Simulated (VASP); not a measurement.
Output of a VASP run:

OSZICAR:
```
       N       E                     dE             d eps       ncg     rms          rms(c)
DAV:   1     0.311669007860E+03    0.31167E+03   -0.17965E+04  6120   0.127E+03
DAV:   2    -0.207900987038E+02   -0.33246E+03   -0.32811E+03  6022   0.395E+02
DAV:   3    -0.397325352245E+02   -0.18942E+02   -0.17895E+02  8096   0.842E+01
DAV:   4    -0.407966006034E+02   -0.10641E+01   -0.10335E+01  8320   0.180E+01
DAV:   5    -0.408360119602E+02   -0.39411E-01   -0.39009E-01  8724   0.320E+00    0.246E+01
DAV:   6    -0.474572935381E+02   -0.66213E+01   -0.20822E+02  6646   0.279E+02    0.178E+01
DAV:   7    -0.381297425395E+02    0.93276E+01   -0.33677E+01  7142   0.528E+01    0.859E+00
DAV:   8    -0.413419798107E+02   -0.32122E+01   -0.29329E+01  8440   0.781E+01    0.315E+01
DAV:   9    -0.375599795029E+02    0.37820E+01   -0.10684E+02  7788   0.983E+01    0.640E+00
DAV:  10    -0.368818112995E+02    0.67817E+00   -0.42094E+00  8174   0.286E+01    0.157E+00
DAV:  11    -0.370155181651E+02   -0.13371E+00   -0.54782E-01  8756   0.106E+01    0.292E+00
DAV:  12    -0.368821895486E+02    0.13333E+00   -0.29126E-01  7910   0.112E+01    0.100E+00
DAV:  13    -0.368720603929E+02    0.10129E-01   -0.77139E-02  8958   0.366E+00    0.251E-01
DAV:  14    -0.368721428390E+02   -0.82446E-04   -0.80753E-03  7114   0.488E-01    0.216E-01
DAV:  15    -0.368715480822E+02    0.59476E-03   -0.35024E-03  8780   0.119E+00    0.668E-02
DAV:  16    -0.368716131968E+02   -0.65115E-04   -0.93084E-04  8836   0.206E-01    0.867E-02
DAV:  17    -0.368715152420E+02    0.97955E-04   -0.33608E-04  7852   0.367E-01    0.142E-02
DAV:  18    -0.368715165505E+02   -0.13085E-05   -0.69206E-05  7792   0.107E-01    0.103E-02
DAV:  19    -0.368715155810E+02    0.96946E-06   -0.89146E-06  6722   0.434E-02
   1 F= -.36871516E+02 E0= -.36789642E+02  d E =-.163748E+00
```

**OUTCAR**
```
------------------------ aborting loop because EDIFF is reached ----------------------------------------
  FORCE on cell =-STRESS in cart. coord.  units (eV):
  Direction    XX          YY          ZZ          XY          YZ          ZX
  --------------------------------------------------------------------------------------
  Total      -13.4232882    -13.4324600    -13.4226865      0.0062240     -0.1553647      0.0783437
  in kB     -255.6397082   -255.8143815   -255.6282501      0.1185336     -2.9588417      1.4920164
  external PRESSURE =    -255.6941133 kB  Pullay stress =       0.0000000 kB
  volume of cell :       84.13
      direct lattice vectors                 reciprocal lattice vectors
     0.000000000  3.477793000  3.477793000    -0.143769339  0.143769339  0.143769339
     3.477793000  0.000000000  3.477793000     0.143769339 -0.143769339  0.143769339
     3.477793000  3.477793000  0.000000000     0.143769339  0.143769339 -0.143769339
 POSITION                                       TOTAL-FORCE (eV/Angst)
 -----------------------------------------------------------------------------------
      3.53303      3.50584      6.89382        -0.086353     -0.075643      0.112550
      3.46744      3.42870      3.51533        -0.022632      0.380857     -0.191898
      1.74462      1.72197      1.74980        -0.010088     -0.105170      0.045962
      5.16607      5.25465      5.23002         0.119073     -0.200044      0.033386
 -----------------------------------------------------------------------------------
    total drift:                                0.000410     -0.002170      0.000000
  FREE ENERGIE OF THE ION-ELECTRON SYSTEM (eV)
  ---------------------------------------------------
  free  energy   TOTEN  =       -36.8715155810 eV

  energy  without entropy=      -36.7077676745  energy(sigma->0) =      -36.78964163
```
(Selected blocks of OUTCAR.)

File POSCAR:
```
Ta3Cu
1
    0.0000000000     3.4777930000     3.4777930000
    3.4777930000     0.0000000000     3.4777930000
    3.4777930000     3.4777930000     0.0000000000
Cu Ta
1 3
Direct
 -0.0127890000  -0.0049710000   0.0208550000
  0.4998270000   0.5109670000   0.4860560000
  0.2483110000   0.2548230000   0.2468230000
  0.7646510000   0.7391810000   0.7462650000
```

### Question
Reconstruct the remaining input files.

### Answer
Several could match; the one computed here: the input of the run itself, PBE GGA, plane waves, VASP's PBE PAW potentials (set 64).

### INCAR
```
! general
SYSTEM   =  Ta3Cu
PREC     =  Accurate
ENCUT    =  300
LREAL    =  .FALSE.
LASPH    =  .TRUE.

! electronic loop
EDIFF    =  1E-6
NELM     =  100
ALGO     =  Normal
LMAXMIX  =  6

! smearing
ISMEAR   =  -1
SIGMA    =  0.1

! functional
GGA      =  PE

! ions
ISIF     =  2

! output
LWAVE    =  .FALSE.
LCHARG   =  .FALSE.
```

### KPOINTS
```
K-points
0
gamma
6 6 6
```

POTCAR, in this order: Cu Ta_pv (PBE.64 set). Program: vasp_std.

At this cut-off the stress carries a Pulay error, which pulls relaxed volumes low.

The structure was generated: Ta3Cu was put into an ordered model structure, which need not be its known phase. The cell was not relaxed at this level, atoms are displaced from their ideal sites.
